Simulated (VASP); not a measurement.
## SiMo3: equilibrium volume by level of theory

```
Si Mo
1.0
     4.88900    0.00000    0.00000
     0.00000    4.88900    0.00000
     0.00000    0.00000    4.88900
Si Mo
2 6
Direct
  0.00000 0.00000 0.00000
  0.50000 0.50000 0.50000
  0.25000 0.00000 0.50000
  0.50000 0.75000 0.00000
  0.75000 0.00000 0.50000
  0.50000 0.25000 0.00000
  0.00000 0.50000 0.75000
  0.00000 0.50000 0.25000
```

| rung | level | program and potentials | cutoff (eV) | k mesh | smearing | equilibrium volume (Å³/atom) | notes |
| --- | --- | --- | --- | --- | --- | --- | --- |
| LDA | LDA | VASP, LDA PAW files Mo_sv, Si, 600 eV | 600 | 8 × 8 × 8 | methfessel-paxton 0.1 | 14.18 | - |
| GGA | PBE | VASP, PBE PAW files Mo_sv, Si, 600 eV | 600 | 8 × 8 × 8 | methfessel-paxton 0.1 | 14.79 | - |
| GGA + dispersion | PBE+D3(BJ) | VASP, PBE PAW files Mo_sv, Si, 600 eV | 600 | 8 × 8 × 8 | methfessel-paxton 0.1 | 14.36 | - |
| GGA | PBEsol | VASP, PBE PAW files Mo_sv, Si, 600 eV | 600 | 8 × 8 × 8 | methfessel-paxton 0.1 | 14.39 | potentials made for PBE |
| meta-GGA | r2SCAN | VASP, PBE PAW files Mo_sv, Si, 600 eV | 600 | 8 × 8 × 8 | methfessel-paxton 0.1 | 14.62 | potentials made for PBE |

Task: relaxation of cell and atoms. All rows: no spin polarisation. Smearing widths are in eV. For a metal such meshes aren't converged. Meshes are those of the run's cell of 8 atoms unless a note names another. Relaxations start from the cell shown or near it and stop with a little pressure left. Runs on faulty files, with rough fits or with known faults for this quantity aren't shown. No row holds spin-orbit coupling.

By rung: LDA 14.18; GGA 14.39 to 14.79; GGA + dispersion 14.36; meta-GGA 14.62 (Å³/atom).
